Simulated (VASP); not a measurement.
All values below come from RPBE GGA, VASP's PBE PAW potentials (set 64) (plane waves; VASP).

Input for VASP

POSCAR:
```
Mo
1
   -1.5898054058     1.5898054058     1.5898054058
    1.5898054058    -1.5898054058     1.5898054058
    1.5898054058     1.5898054058    -1.5898054058
Mo
1
Direct
  0.0000000000   0.0000000000   0.0000000000
```

File KPOINTS:
```
K-points
0
Gamma
 16 16 16
```

### INCAR
```
! general
SYSTEM  = Mo
PREC    = Accurate
ENCUT   = 520   ! plane-wave cut-off (eV)
LREAL   = .FALSE.   ! projection in real space or not
LASPH   = .TRUE.   ! aspherical one-centre terms

! electronic loop
EDIFF   = 1E-7
NELM    = 100   ! most electronic steps
ALGO    = Normal   ! blocked Davidson
LMAXMIX = 4

! smearing
ISMEAR  = 1   ! Methfessel-Paxton
SIGMA   = 0.1   ! width (eV)

! functional
GGA     = RP

! ions
ISIF    = 2

! output
LWAVE   = .FALSE.
LCHARG  = .FALSE.
```

POTCAR, in this order: Mo_sv (PBE.64 set). Program: vasp_std.

The resulting files:

OSZICAR:
```
       N       E                     dE             d eps       ncg     rms          rms(c)
DAV:   1     0.911627992514E+02    0.91163E+02   -0.83409E+03  3214   0.130E+03
DAV:   2    -0.967985170492E+01   -0.10084E+03   -0.97225E+02  3469   0.340E+02
DAV:   3    -0.110000017602E+02   -0.13202E+01   -0.13091E+01  3728   0.393E+01
DAV:   4    -0.110035689071E+02   -0.35671E-02   -0.35669E-02  3518   0.240E+00
DAV:   5    -0.110035892975E+02   -0.20390E-04   -0.20392E-04  3700   0.175E-01    0.133E+01
DAV:   6    -0.104380519759E+02    0.56554E+00   -0.10420E+00  3442   0.124E+01    0.350E+00
DAV:   7    -0.103676982825E+02    0.70354E-01   -0.20744E-01  3710   0.519E+00    0.986E-01
DAV:   8    -0.103655757805E+02    0.21225E-02   -0.44566E-03  3340   0.988E-01    0.173E-01
DAV:   9    -0.103656913257E+02   -0.11555E-03   -0.19928E-04  3725   0.198E-01    0.676E-02
DAV:  10    -0.103657036551E+02   -0.12329E-04   -0.19811E-05  3436   0.604E-02    0.549E-03
DAV:  11    -0.103657038172E+02   -0.16210E-06   -0.21356E-07  3652   0.505E-03    0.131E-03
DAV:  12    -0.103657035768E+02    0.24040E-06   -0.15491E-08  1922   0.169E-03    0.178E-04
DAV:  13    -0.103657036024E+02   -0.25561E-07   -0.69770E-10  1781   0.370E-04
   1 F= -.10365704E+02 E0= -.10365908E+02  d E =0.613982E-03
```

OUTCAR:
```
------------------------ aborting loop because EDIFF is reached ----------------------------------------
  FORCE on cell =-STRESS in cart. coord.  units (eV):
  Direction    XX          YY          ZZ          XY          YZ          ZX
  --------------------------------------------------------------------------------------
  Total       -0.0823657     -0.0823657     -0.0823657      0.0000000     -0.0000000      0.0000000
  in kB       -8.2104142     -8.2104142     -8.2104142      0.0000000     -0.0000000      0.0000000
  external PRESSURE =      -8.2104142 kB  Pullay stress =       0.0000000 kB
  volume of cell :       16.07
      direct lattice vectors                 reciprocal lattice vectors
    -1.589805406  1.589805406  1.589805406     0.000000000  0.314503900  0.314503900
     1.589805406 -1.589805406  1.589805406     0.314503900  0.000000000  0.314503900
     1.589805406  1.589805406 -1.589805406     0.314503900  0.314503900  0.000000000
 POSITION                                       TOTAL-FORCE (eV/Angst)
 -----------------------------------------------------------------------------------
      0.00000      0.00000      0.00000         0.000000     -0.000000      0.000000
 -----------------------------------------------------------------------------------
    total drift:                                0.000000      0.000000      0.000000
  FREE ENERGIE OF THE ION-ELECTRON SYSTEM (eV)
  ---------------------------------------------------
  free  energy   TOTEN  =       -10.3657036024 eV

  energy  without entropy=      -10.3663175840  energy(sigma->0) =      -10.36590826
```
(Selected blocks of OUTCAR.)

The compound is Mo in the bcc structure. It was relaxed first.
